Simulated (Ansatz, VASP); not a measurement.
**Cs2AgBiBr6 in two plane-wave programs**

One calculation is typed for both programs; each brings its own data sets. How far apart do they land? The cell is taken from a series of runs on this material, whose earlier steps may have relaxed, scaled, displaced or heated it; both programs get it as it stands.

Method: plane waves, with VASP 6.6.1 beside it; G0W0 gap at PBE, in Ansatz 0.2.0.

In doubt: one-shot GW on d or f shells is unsure, so the values of those runs are not to be relied on.

## Step 1: Starting point

The structure is cubic, space group Fm-3m (No. 225). The conventional cell has a = 11.484 Å, b = 11.484 Å, c = 11.484 Å, α = 90.00°, β = 90.00°, γ = 90.00°. Nearest to Cs lie 12 Br at 4.06 Å. Nearest to Ag lie 6 Br at 2.86 Å. Nearest to Bi lie 6 Br at 2.89 Å. Nearest to Br lie 1 Ag at 2.86 Å and 1 Bi at 2.89 Å and 4 Cs at 4.06 Å. Farther neighbours and most contacts between anions are not listed.

## Step 2: Ansatz: G0W0 gap, PBE

Ansatz runs on its default PAW (the set named soft_2) files.

Quasiparticle shifts depend on high empty states and on the cores, so they are the hardest test of two PAW sets.

The input, input.yaml:

```yaml
crystal:
  lattice:
    - [0.0, 5.741940158, 5.741940158]
    - [5.741940158, 0.0, 5.741940158]
    - [5.741940158, 5.741940158, 0.0]
  atoms:
    - { symbol: Cs, position: [0.25, 0.25, 0.25] }
    - { symbol: Cs, position: [0.75, 0.75, 0.75] }
    - { symbol: Ag, position: [0.5, 0.5, 0.5] }
    - { symbol: Bi, position: [0.0, 0.0, 0.0] }
    - { symbol: Br, position: [0.2513074051, 0.7486925949, 0.2513074051] }
    - { symbol: Br, position: [0.2513074051, 0.7486925949, 0.7486925949] }
    - { symbol: Br, position: [0.7486925949, 0.2513074051, 0.7486925949] }
    - { symbol: Br, position: [0.7486925949, 0.2513074051, 0.2513074051] }
    - { symbol: Br, position: [0.2513074051, 0.2513074051, 0.7486925949] }
    - { symbol: Br, position: [0.7486925949, 0.7486925949, 0.2513074051] }
kpoints:
  mp_grid: { grid: [2, 2, 2] }
hamiltonian:
  xc: pbe
scf:
  occupations: { method: fixed }
gw:
  n_empty_bands: 525
  ecut_chi: 72
  qp_bands: [v3, c3]
  qp_kpoints: band_edges
  screening: { model: contour_deformation }
```

Command:

```
> ansatz run input.yaml --threads 3 --pin off --max-ram 92160MiB --backend cuda --events-out ev --progress --plain --runs-dir out --devices 1 --max-vram 13GiB
```

Numbers of over 12 decimals in the logs are rounded to 6 here.

Output:

```text
GPUs: using 1 of 1 available (devices: 1).
Engine: ansatz 0.2.0, x86_64-unknown-linux-gnu
Pseudopotentials: kind: paw
Pseudopotential: Cs, paw, valence charge 9, recommended cutoff 420 eV (normal), Cs.paw.azcp
Pseudopotential: Ag, paw, valence charge 19, recommended cutoff 420 eV (normal), Ag.paw.azcp
Pseudopotential: Bi, paw, valence charge 15, recommended cutoff 420 eV (normal), Bi.paw.azcp
Pseudopotential: Br, paw, valence charge 7, recommended cutoff 420 eV (normal), Br.paw.azcp
Functional definition: PBE
  parameter kappa = 0.804
  parameter beta = 0.066725
  exchange = pbe_x(kappa = kappa, mu = beta*pi^2/3)
  correlation = pbe_c(beta = beta)
device memory: the entry about to start is reckoned to put 4.6 GiB on a device that reports 32.5 GiB free (of which the cap on the GPU budget leaves the run 13.0 GiB)
GPU FFT provider: cuFFT
GPU libraries: cuBLAS 13.8.2, cuFFT 12.4.0, cuSOLVER 12.3.4
Crystal: 10 atoms, lattice volume = 378.622 Å³
Basis set: ecut = 420 eV, 7391 PW (Γ)
Bands: 57, of which v1, the nominal top of the filled ones, is band 47 counted from 1 (46 counted from 0)
Symmetry: 48 space group operations
Space group: Fm-3m (ITA 225), of the structure as read, at distance tolerance 7.2e-5 Å
k-points: 3 of 8
Non-local potential: Cs, projectors of the file, l = 0: 3, l = 1: 2, l = 2: 2, l = 3: 2
Non-local potential: Ag, projectors of the file, l = 0: 3, l = 1: 2, l = 2: 2, l = 3: 1
Non-local potential: Bi, projectors of the file, l = 0: 2, l = 1: 2, l = 2: 2, l = 3: 2
Non-local potential: Br, projectors of the file, l = 0: 2, l = 1: 2, l = 2: 2
PAW form: soft (Blöchl's): semilocal exchange-correlation on the pseudo side does not see the compensation charge
PAW one-centre angular grid: Cs, 194 points (default); XC on 64 Gauss nodes
PAW one-centre angular grid: Ag, 590 points (default); XC on 64 Gauss nodes
PAW one-centre angular grid: Bi, 590 points (default); XC on 64 Gauss nodes
PAW one-centre angular grid: Br, 110 points (default); XC on 64 Gauss nodes
Initial density: superposition of atomic densities (neutral atoms: chi_scale 0, normalization atom), corrected by the library's trained network
Initial wavefunctions: pseudopotential atomic-orbital guess
GPU buffer pool allocated for 216000 grid points (all kernels)
GPU transforms: local potential and band sums: pruned to the plane-wave sphere, on 54×60×60
Functional: x = pbe(κ = 0.804, μ = 0.219515), c = pbe(β = 0.066725)
SCF iter   1: F=—  HF=-48038.996725 eV  |F-HF|=—  |Δ(HF+E_count)|=         —  Δρ=6.68e-4  dr2=3.87e-3  ethr=1.77e-3  ⟨swp⟩=5.0  Hψ=581  notcnv=0  defer=22
preconditioner: auto → Resta (q_TF=auto, 2.163 Å⁻¹)  ε∞=3.6  [insulator: Δε(μ)=1.312 eV  Ē_g=10.071 eV  n_scr=58 (ndim 8)  ℏωp=16.2 eV  f_vac=0.050  ε∞_Penn≈3.6]
SCF iter   2: F=—  HF=-48038.999831 eV  |F-HF|=—  |Δ(HF+E_count)|=   3.11e-3  Δρ=2.77e-4  dr2=2.57e-4  ethr=4.11e-6  ⟨swp⟩=3.3  Hψ=468  notcnv=0  defer=23
SCF iter   3: F=—  HF=-48039.000010 eV  |F-HF|=—  |Δ(HF+E_count)|=   1.79e-4  Δρ=1.42e-4  dr2=6.93e-5  ethr=2.73e-7  ⟨swp⟩=2.0  Hψ=214  notcnv=0  defer=22
SCF iter   4: F=—  HF=-48039.000109 eV  |F-HF|=—  |Δ(HF+E_count)|=   9.85e-5  Δρ=4.74e-5  dr2=1.05e-5  ethr=7.37e-8  ⟨swp⟩=2.0  Hψ=282  notcnv=0  defer=21
SCF iter   5: F=—  HF=-48039.000112 eV  |F-HF|=—  |Δ(HF+E_count)|=   3.28e-6  Δρ=1.49e-5  dr2=1.21e-6  ethr=1.12e-8  ⟨swp⟩=2.0  Hψ=292  notcnv=0  defer=21
SCF iter   6: F=-48039.000113 eV  HF=-48039.000113 eV  |F-HF|=1.01e-9  |Δ(HF+E_count)|=   8.94e-7  Δρ=3.11e-6  dr2=5.39e-8  ethr=1.06e-10  ⟨swp⟩=17.0  Hψ=950  notcnv=0
SCF 1 converged in 6 iterations: F = -48039.000113 eV  dr2 = 5.39e-8
  greatest PAW one-centre occupation: 1.000 electrons in one spin orbital (limit 2), on the Ag atom at site 2 (counted from 0), in its partial waves of l = 0
device memory: the entry about to start is reckoned to put 5.6 GiB (of the 5.7 GiB reckoned in all, the device holds 0.1 GiB already) on a device that reports 32.3 GiB free (of which the cap on the GPU budget leaves the run 12.9 GiB)
NSCF: frozen V_eff on 3 k-points
the band table was solved once the SCF had ended and its energy, with any forces and stress, was formed, with the checks that follow a solve (742 applications of the Hamiltonian). They found nothing against the state; the energy, forces and stress were not computed again (output.eigenvalues in the input reference)
device memory: the entry about to start is reckoned to put 6.1 GiB on a device that reports 33.5 GiB free (of which the cap on the GPU budget leaves the run 13.0 GiB)
NSCF: frozen V_eff on 3 k-points
WARN: eigensolver did not converge (k=0): 2 band(s) unlocked after 6 eigensolves, warm-restarted (20 sweeps on the last) at ethr=1.18e-11 eV (storage-precision floor; scheduled 1.00e-12 eV) (lowest unlocked band 574, counted from 0; max residual 3.26e-4 eV among the unlocked bands, 3.26e-4 eV over every band; other slots of this pass that fall short are told together in one closing line; warning suppressed until the next SCF loop or pass starts)
G₀W₀ screening: q 1/3
[... further progress lines ...]
device memory: the entry about to start is reckoned to put 1.4 GiB on a device that reports 40.5 GiB free (of which the cap on the GPU budget leaves the run 13.0 GiB)
NSCF: frozen V_eff on 1 k-points
device memory: the entry about to start is reckoned to put 1.4 GiB on a device that reports 41.0 GiB free (of which the cap on the GPU budget leaves the run 13.0 GiB)
NSCF: frozen V_eff on 1 k-points
SCF converged after 6 iterations
Free energy (F): -48039.000113 eV
Harris-Foulkes:  -48039.000113 eV  (|F-HF|=1.01e-9)
Internal energy: -48039.000113 eV  (E = F + TS)
E sigma→0 (E₀):  -48039.000113 eV
Fermi energy:    3.591922 eV
--- Per-component energies (eV) ---
  E_band       = -853.208525
  E_kinetic    = 1911.315337
  E_local      = -8502.850688  (includes V_loc(G=0)·N_el)
  E_nonlocal   = 1128.091175
  E_hartree    = 3337.235970
  E_xc         = -2270.361223
  E_vxc        = -1250.990253  (∫ρ·V_xc dr)
  E_paw        = -38181.127134  (= ΣΔE_a)
  E_vpaw       = -813.259393  (= ΣTr[D̂ρ^β])
  E_aug_tail   = -0.000133  (compensation charges beyond the density's cutoff)
  E_ewald      = -5461.303416
  E_smearing   = -0.000000  (= −TS)
  E_closure    = 0.000000  (closes the sum)
  Σ components = -48039.000113   (vs F -48039.000113, Δ=0.00e0)
--- Band table (eV) ---
  k-point 0: bands = [... 43 lower, 2.6093, 2.6093, 3.0402, 3.0402, 5.8966, 5.8966, 5.8966, 7.2905, ... 6 higher]
  k-point 1: bands = [... 43 lower, 2.3333, 2.3345, 2.5429, 2.5429, 4.8883, 7.0997, 7.0997, 8.6307, ... 6 higher]
  k-point 2: bands = [... 43 lower, 2.2740, 2.5953, 3.0354, 3.5919, 6.3219, 6.3219, 6.6356, 7.8586, ... 6 higher]
--- G₀W₀: contour deformation, 7 samples at zero and on the imaginary axis and 1 off it, 8 q-points, 525 empty bands' worth ---
  eigenvalues of the whole cell's RPA ε∞ on this k-mesh (on a slab, of 1 + 4πα/V) = 5.6092, 5.6092, 5.6092; static W/v taken at q = 0 is 0.178278
  band pass: the eigensolver left bands unlocked in 1 slot; of largest residual, k=0: 1 band unlocked, the lowest band 575 (counted from 1), max residual 3.26e-4 eV over all its bands; `*` marks the rows of those k-points, and any row can be off: every row's sums read bands of every k-point
  gw.qp_kpoints: band_edges: 3 of 3 stored k-points solved, in 1 pass; an edge of the gap read off the rows below is read off those points alone
    ik  band        ε_KS         Σx   Σc(E_QP)       V_xc       Z   E_QP_lin       E_QP  E_QP is
     0    45      2.6093   -19.7649     2.9909   -15.9059  0.7367     1.7176     1.7411  root *
     0    46      3.0402   -26.2037     3.4117   -22.2227  0.7352     2.4622     2.4710  root *
     0    47      3.0402   -26.2037     3.4117   -22.2227  0.7352     2.4622     2.4710  root *
     0    48      5.8966    -9.5042    -3.2683   -13.2800  0.7700     6.4099     6.4041  root *
     0    49      5.8966    -9.5042    -3.2683   -13.2800  0.7700     6.4099     6.4041  root *
     0    50      5.8966    -9.5042    -3.2683   -13.2800  0.7700     6.4099     6.4041  root *
     1    45      2.3345   -19.4174     3.0543   -15.4623  0.7328     1.4064     1.4337  root
     1    46      2.5429   -22.4854     3.2880   -18.4485  0.7300     1.7758     1.7940  root
     1    47      2.5429   -22.4854     3.2880   -18.4485  0.7300     1.7758     1.7940  root
     1    48      4.8883    -9.5966    -3.2962   -13.3765  0.7757     5.3765     5.3720  root
     1    49      7.0997   -12.3979    -3.2346   -16.2926  0.7239     7.7174     7.7598  root
     1    50      7.0997   -12.3979    -3.2346   -16.2926  0.7239     7.7174     7.7598  root
     2    45      2.5953   -19.7132     2.9851   -15.8591  0.7367     1.7026     1.7263  root
     2    46      3.0354   -26.2108     3.4169   -22.2236  0.7349     2.4562     2.4651  root
     2    47      3.5919   -24.2666     2.6398   -21.1706  0.7487     3.1310     3.1358  root
     2    48      6.3219   -10.3570    -3.3347   -14.2552  0.7599     6.8939     6.8853  root
     2    49      6.3219   -10.3570    -3.3347   -14.2552  0.7599     6.8939     6.8853  root
     2    50      6.6356   -10.8447    -3.4175   -14.8657  0.7515     7.2510     7.2391  root
```

The column dr2 measures how far the density is from self-consistency, as an energy; F and HF (Harris–Foulkes) agree once it is small.

(Part 1 of 2 ends here.)

[Lines on the potential files, build, host, timing and source positions are cut from VASP's logs without a mark.]

[Logs are printed without paths, hosts, clocks, repeated set-up lines and the standing remarks that a program may print on its own settings, such as how far it seeks lower states.]

[Hosts, paths, dates, database ids (printed as entryN), source tags and the programs' standing remarks are cut or masked in the printed files.]
